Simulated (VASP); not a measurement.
Here is the system:

```
TaC
1.0
    0.00000     2.27460     2.27460
    2.27460     0.00000     2.27460
    2.27460     2.27460     0.00000
Ta C
1 1
Direct
  0.00000   0.00000   0.00000
  0.50000   0.50000   0.50000
```

Level of theory: PBE GGA, VASP's PBE PAW potentials (set 64) (plane waves; VASP). Run with 520 eV cut-off, 14×14×14 Γ-centred mesh, first-order Methfessel-Paxton smearing of 0.10 eV, potentials Ta_pv C.

Gaps are read on the run's mesh, which can miss a band edge. Unless said otherwise, spin-orbit coupling is left out, though it shifts the bands of the heavy elements here.

Question: Estimate the energy per atom (σ→0), pressure, band gap (on the k-mesh) with the smallest direct gap where there is one.

Answer: 
```json
{
  "band gap (on the k-mesh)": "none (metal, semimetal or under 0.01 eV)",
  "energy per atom (σ→0)": "-11.075 eV/atom",
  "pressure": "-13.75 GPa"
}
```

The absolute energy has meaning only against runs of the same code, potentials and settings.

The compound is TaC in the rock salt structure. The cell was not relaxed at this level. The run is one of a series of settings (KPOINTS 14×14×14 Γ-centred mesh against the base run), some of them coarse on purpose. The electron count is odd and the run is not spin-polarised, which forces a metal.
